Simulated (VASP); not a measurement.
# Sc2InSb3 (P-6m2) in VASP: a series of runs

One crystal, Sc2InSb3, is run at these levels: PBE; tasks: relaxation of cell and atoms.

All numbers are computed with VASP 6.6.1; they aren't measurements. Logs are shortened: lines on timing, memory, paths and dates and some standing lists are left out, and cuts for length are marked.

## Step 1: Starting point

Symmetry: P-6m2, No. 187, hexagonal system. Conventional cell: a = 4.481 Å, b = 4.481 Å, c = 9.940 Å, α = 90.00°, β = 90.00°, γ = 120.00°. Around Sc (site symmetry 3m) lie 1 Sb at 2.16 Å. Around In (site symmetry -6m2) lie 3 Sb at 2.59 Å. Around Sb (site symmetry -6m2) lie 3 In at 2.59 Å. Around Sb (site symmetry 3m) lie 1 Sc at 2.16 Å and 1 Sb at 2.46 Å.

The cell was built by a generator and needn't be a form met in nature.

## Step 2: Relaxation of cell and atoms, PBE

INCAR

```
PREC = Normal
ENCUT = 520
EDIFF = 1E-4
ISMEAR = 0
SIGMA = 0.15
LREAL = False
LASPH = True
NELM = 60
ALGO = Fast
ISIF = 3
LWAVE = False
LCHARG = False
GGA = PE
IBRION = 2
NSW = 24
EDIFFG = -0.08
```

KPOINTS

```
Automatic mesh
0
Gamma
  5 5 2
```

POSCAR

```
Sc2InSb3
1.0
    4.4812850500      0.0000000000      0.0000000000
   -2.2406425200      3.8809066900      0.0000000000
    0.0000000000      0.0000000000      9.9395039800
Sc In Sb
2 1 3
Direct
    0.3333333300      0.6666666700      0.1583557500
    0.3333333300      0.6666666700      0.8416442500
    0.0000000000      0.0000000000      0.0000000000
    0.6666666700      0.3333333300      0.0000000000
    0.3333333300      0.6666666700      0.3761712600
    0.3333333300      0.6666666700      0.6238287400
```

Potentials or basis: VASP PAW PBE potentials, release 64 (Sc_sv, In_d, Sb).

Launch:

```sh
$ cat potpaw_PBE.64/Sc_sv/POTCAR potpaw_PBE.64/In_d/POTCAR potpaw_PBE.64/Sb/POTCAR > POTCAR
$ mpirun -np 1 vasp_std > vasp.out
```

OUTCAR:

```text
PREC = Normal
   ENCUT = 520
   EDIFF = 1E-4
   ISMEAR = 0
   LREAL = False
   LASPH = True
   NELM = 60
   ISIF = 3
   GGA = PE
   IBRION = 2
   NSW = 24
   EDIFFG = -0.08

 ion  position               nearest neighbor table
   1  0.333  0.667  0.158-   5 2.16   4 3.03   3 3.03   4 3.03   3 3.03   3 3.03   4 3.03   2 3.15

   2  0.333  0.667  0.842-   6 2.16   4 3.03   3 3.03   4 3.03   3 3.03   3 3.03   4 3.03   1 3.15

   3  0.000  0.000  0.000-   4 2.59   4 2.59   4 2.59   1 3.03   2 3.03   1 3.03   2 3.03   1 3.03
                             2 3.03
   4  0.667  0.333  0.000-   3 2.59   3 2.59   3 2.59   2 3.03   1 3.03   2 3.03   1 3.03   1 3.03
                             2 3.03
   5  0.333  0.667  0.376-   1 2.16   6 2.46
   6  0.333  0.667  0.624-   2 2.16   5 2.46

  LATTYP: Found a hexagonal cell.
 ALAT       =     4.4812850500
 C/A-ratio  =     2.2180030659

  Lattice vectors:

 A1 = (   4.4812850500,   0.0000000000,   0.0000000000)
 A2 = (  -2.2406425200,   3.8809066900,   0.0000000000)
 A3 = (   0.0000000000,   0.0000000000,   9.9395039800)

Analysis of symmetry for initial positions (statically):
=====================================================================
 Subroutine PRICEL returns:
 Original cell was already a primitive cell.

 Routine SETGRP: Setting up the symmetry group for a
 hexagonal supercell.

 Subroutine GETGRP returns: Found 12 space group operations
 (whereof 12 operations were pure point group operations)
 out of a pool of 24 trial point group operations.

The static configuration has the point symmetry D_3h.

Analysis of symmetry for dynamics (positions and initial velocities):
=====================================================================
 Subroutine PRICEL returns:
 Original cell was already a primitive cell.

 Routine SETGRP: Setting up the symmetry group for a
 hexagonal supercell.

 Subroutine GETGRP returns: Found 12 space group operations
 (whereof 12 operations were pure point group operations)
 out of a pool of 24 trial point group operations.

The dynamic configuration has the point symmetry D_3h.

 Subroutine INISYM returns: Found 12 space group operations
 (whereof 12 operations are pure point group operations),
 and found     1 'primitive' translations

----------------------------------------------------------------------------------------

                                     Primitive cell

  volume of cell :     172.8624

  direct lattice vectors                    reciprocal lattice vectors
     4.481285050  0.000000000  0.000000000     0.223150277  0.128835872  0.000000000
    -2.240642520  3.880906690  0.000000000     0.000000000  0.257671745  0.000000000
     0.000000000  0.000000000  9.939503980     0.000000000  0.000000000  0.100608642

  length of vectors
     4.481285050  4.481285043  9.939503980     0.257671745  0.257671745  0.100608642

  position of ions in fractional coordinates (direct lattice)
     0.333333330  0.666666670  0.158355750
     0.333333330  0.666666670  0.841644250
     0.000000000  0.000000000  0.000000000
     0.666666670  0.333333330  0.000000000
     0.333333330  0.666666670  0.376171260
     0.333333330  0.666666670  0.623828740

  ion indices of the primitive-cell ions
   primitive index   ion index
                 1           1
                 2           2
                 3           3
                 4           4
                 5           5
                 6           6

----------------------------------------------------------------------------------------

 KPOINTS: Automatic mesh

Automatic generation of k-mesh.
 Grid dimensions read from file:
 generate k-points for:    5    5    2

 Generating k-lattice:

  Cartesian coordinates                     Fractional coordinates (reciprocal lattice)
     0.044630055  0.025767174  0.000000000     0.200000000  0.000000000  0.000000000
     0.000000000  0.051534349  0.000000000     0.000000000  0.200000000  0.000000000
     0.000000000  0.000000000  0.050304321     0.000000000  0.000000000  0.500000000

  Length of vectors
     0.051534349  0.051534349  0.050304321

  Shift w.r.t. Gamma in fractional coordinates (k-lattice)
     0.000000000  0.000000000  0.000000000

 Subroutine IBZKPT returns following result:
 ===========================================

 Found     10 irreducible k-points:

 Following reciprocal coordinates:
            Coordinates               Weight
  0.000000  0.000000  0.000000      1.000000
  0.200000  0.000000  0.000000      6.000000
  0.400000  0.000000  0.000000      6.000000
  0.200000  0.200000  0.000000      6.000000
  0.400000  0.200000  0.000000      6.000000
  0.000000  0.000000  0.500000      1.000000
  0.200000  0.000000  0.500000      6.000000
  0.400000  0.000000  0.500000      6.000000
  0.200000  0.200000  0.500000      6.000000
  0.400000  0.200000  0.500000      6.000000
   k-points           NKPTS =     10   k-points in BZ     NKDIM =     10   number of bands    NBANDS=     30
   number of dos      NEDOS =    301   number of ions     NIONS =      6
   total plane-waves  NPLWV =  43904
   dimension x,y,z NGX =    28 NGY =   28 NGZ =   56
   dimension x,y,z NGXF=    56 NGYF=   56 NGZF=  112
   ions per type =               2   1   3
   NGX,Y,Z   is equivalent  to a cutoff of  10.39, 10.39,  9.37 a.u.
   NGXF,Y,Z  is equivalent  to a cutoff of  20.77, 20.77, 18.73 a.u.
 SYSTEM =  unknown system
   PREC   = normal    normal or accurate (medium, high low for compatibility)
   ISTART =      0    job   : 0-new  1-cont  2-samecut
   ICHARG =      2    charge: 1-file 2-atom 10-const
   ISPIN  =      1    spin polarized calculation?
   LNONCOLLINEAR =      F non collinear calculations
   LSORBIT =      F    spin-orbit coupling
   LASPH  =      T    aspherical Exc in radial PAW
   ENCUT  =  520.0 eV  38.22 Ry    6.18 a.u.   8.33  8.33 18.48*2*pi/ulx,y,z
   NELM   =     60;   NELMIN=  2; NELMDL= -5     # of ELM steps
   EDIFF  = 0.1E-03   stopping-criterion for ELM
   LREAL  =      F    real-space projection
   EDIFFG = -.8E-01   stopping-criterion for IOM
   NSW    =     24    number of steps for IOM
   IBRION =      2    ionic relax: 0-MD 1-quasi-New 2-CG
   NFREE  =      1    steps in history (QN), initial steepest desc. (CG)
   ISIF   =      3    stress and relaxation
   ISYM   =      2    0-nonsym 1-usesym 2-fastsym
   POTIM  = 0.5000    time-step for ionic-motion
   TEBEG  =    0.0;   TEEND  =   0.0 temperature during run
   PSTRESS=    0.0 pullay stress
   NELECT =      50.0000    total number of electrons
   NUPDOWN=      -1.0000    fix difference up-down
   EMIN   =  10.00;   EMAX   =-10.00  energy-range for DOS
   EFERMI =   0.00;   METHOD = LEGACY
   ISMEAR =     0;   SIGMA  =   0.15  broadening in eV -4-tet -1-fermi 0-gaus
   EFERMI_NEDOS =   21; number of points for ismear=-14 and -15
   IALGO  =     68    algorithm
   IMIX   =      4    mixing-type and parameters
     AMIX     =   0.40;   BMIX     =  1.00
     AMIX_MAG =   1.60;   BMIX_MAG =  1.00
  volume/ion in A,a.u.               =      28.81       194.42
  Fermi-wavevector in a.u.,A,eV,Ry     =   1.082675  2.045959 15.948540  1.172185
  Thomas-Fermi vector in A             =   2.218722
   LORBIT       =      0    0 simple, 1 ext, 2 COOP (PROOUT), +10 PAW based schemes
   GGA     = PE    functional components
   LHFCALC =     F    Hartree Fock is set to
   AEXX    =    0.0000 exact exchange contribution
   IVDW    =     0    specifies the selected vdW correction
   LEPSILON=     F    determine dielectric tensor
   LRPA    =     F    only Hartree local field effects (RPA)
 conjugate gradient relaxation of ions
 non-spin polarized calculation
 RMM-DIIS sequential band-by-band and
 Gauss-broadening in eV      SIGMA  =   0.15
  energy-cutoff  :      520.00
  volume of cell :      172.86
 maximum number of plane-waves:      4681
   NGX = 17   NGY = 17   NGZ = 37

--------------------------------------- Ionic step        1  -------------------------------------------

 number of electron      50.0000001 magnetization

 Free energy of the ion-electron system (eV)
  ---------------------------------------------------
  ext. energy  EPLUGINS =         0.00000000
  ---------------------------------------------------
  free energy    TOTEN  =       -20.70986918 eV

  energy without entropy =      -20.66601833  energy(sigma->0) =      -20.68794375

 E-fermi :   5.3163     XC(G=0):  -9.1624

 val. band max:        5.2561553086   @ k =   0.2000   0.2000   0.0000
 cond. band min:       5.3797771154   @ k =   0.4000   0.0000   0.5000
 fundamental gap:      0.1236218068
 Fermi energy:         5.3162845756

 k-point     1 :       0.0000    0.0000    0.0000
  band No.  band energies     occupation
      1     -43.8779      2.00000
      2     -43.8615      2.00000
      3     -22.9200      2.00000
      4     -22.7526      2.00000
      5     -22.5790      2.00000
      6     -22.5790      2.00000
[... 358 lines left out ...]
--------------------------------------- Ionic step        2  -------------------------------------------

 number of electron      50.0000016 magnetization

------------------------ aborting loop EDIFF was not reached (unconverged)  ----------------------------

  FORCE on cell =-STRESS in cart. coord.  units (eV):
  Direction    XX          YY          ZZ          XY          YZ          ZX
  --------------------------------------------------------------------------------------
  -------------------------------------------------------------------------------------
  Total       -2.8511094     -2.8511094    -19.8840773     -0.0000000      0.0000000      0.0000000
  in kB      -15.6244679    -15.6244679   -108.9674507     -0.0000000      0.0000000      0.0000000
  external PRESSURE =     -46.7387955 kB  Pullay stress =       0.0000000 kB
[... 61 lines left out ...]
  FREE ENERGIE OF THE ION-ELECTRON SYSTEM (eV)
  ---------------------------------------------------
  free  energy   TOTEN  =       -24.9851813742 eV

  energy  without entropy=      -24.9083936031  energy(sigma->0) =      -24.94678749

[... ionic steps 4 to 10 ...]

--------------------------------------- Ionic step       11  -------------------------------------------

 number of electron      49.9999969 magnetization

------------------------ aborting loop because EDIFF is reached ----------------------------------------
[... 75 lines left out ...]
--------------------------------------- Ionic step       13  -------------------------------------------

 number of electron      49.9999976 magnetization

 Free energy of the ion-electron system (eV)
  ---------------------------------------------------
  ext. energy  EPLUGINS =         0.00000000
  ---------------------------------------------------
  free energy    TOTEN  =       -25.60431534 eV

  energy without entropy =      -25.55369446  energy(sigma->0) =      -25.57900490

 E-fermi :   3.1384     XC(G=0):  -8.0174

 val. band max:        3.1221351334   @ k =   0.0000   0.0000   0.0000
 cond. band min:       3.1862992076   @ k =   0.2000   0.2000   0.0000
 fundamental gap:      0.0641640742
 Fermi energy:         3.1384098191

 k-point     1 :       0.0000    0.0000    0.0000
  band No.  band energies     occupation
      1     -47.0788      2.00000
      2     -47.0638      2.00000
      3     -25.7475      2.00000
      4     -25.7439      2.00000
      5     -25.7439      2.00000
      6     -25.7267      2.00000
[... 352 lines left out ...]
  FREE ENERGIE OF THE ION-ELECTRON SYSTEM (eV)
  ---------------------------------------------------
  free  energy   TOTEN  =       -25.6043153392 eV

  energy  without entropy=      -25.5536944642  energy(sigma->0) =      -25.57900490

 reached required accuracy - stopping structural energy minimisation
```

Run time: 9.7 min. Hardware: 1 thread of Intel Xeon Platinum 8488C (Sapphire Rapids), shared host; peak memory 0.25 GiB.

Results:

| Property | Result |
| --- | --- |
| Free energy | -25.6043 eV |
| Relaxed volume | 38.50 Å³/atom |
| Relaxed cell | a = 4.871 Å, b = 4.871 Å, c = 11.240 Å, α = 90.00°, β = 90.00°, γ = 120.00° |
| Space group after relaxing (to 0.05 Å) | P-6m2 (No. 187) |
| Energy gained by relaxing | 815.7 meV/atom |
| Ionic steps | 13 |
| Pressure after relaxing | -0.1 GPa |
| Largest force after relaxing | 0.078 eV/Å |
| Band gap on the k mesh | none (metal or under the smearing width) |

Forces in eV/Å, atoms in the order of the input:
```
Sc   0.000  0.000 -0.078
Sc   0.000  0.000  0.078
In   0.000  0.000  0.000
Sb   0.000  0.000  0.000
Sb   0.000  0.000  0.008
Sb   0.000  0.000 -0.008
```

Step by step:
| step | energy change (eV) | largest force (eV/Å) | pressure (GPa) | volume (Å³) |
| --- | --- | --- | --- | --- |
| 1 | 0.0000 | 8.1562 | 23.31 | 172.86 |
| 2 | -2.8622 | 0.5534 | -4.67 | 292.36 |
| 3 | -4.2753 | 2.1240 | 2.13 | 222.42 |
| 4 | -4.3078 | 2.2056 | 2.27 | 220.11 |
| 5 | -4.1050 | 2.6731 | 9.35 | 195.83 |
| 6 | -4.3257 | 2.5626 | 3.17 | 215.11 |
| 7 | -4.3429 | 2.6860 | 4.15 | 210.56 |
| 8 | -4.5916 | 0.8578 | -2.10 | 239.78 |
| 9 | -4.7065 | 0.3714 | -0.23 | 227.73 |
| 10 | -4.8810 | 0.2227 | -0.19 | 230.76 |
| 11 | -4.8899 | 0.2775 | -0.14 | 231.40 |
| 12 | -4.8902 | 0.2859 | -0.10 | 231.53 |
| 13 | -4.8944 | 0.0779 | -0.08 | 230.97 |

Final structure:
```
Sc In Sb
1.0
     4.87121    0.00000    0.00000
    -2.43560    4.21859    0.00000
     0.00000    0.00000   11.23963
Sc In Sb
2 1 3
Cartesian
  0.0000 2.8124 1.5757
  0.0000 2.8124 9.6640
  0.0000 0.0000 0.0000
  2.4356 1.4062 0.0000
  0.0000 2.8124 4.3361
  0.0000 2.8124 6.9035
```

Caveat: the volume moved by over 15 % at a fixed basis, so the end points are rough; the relaxation stopped at a loose force limit of 0.08 eV/Å, so its end isn't a converged minimum.

(Continued in part 2 of 2.)
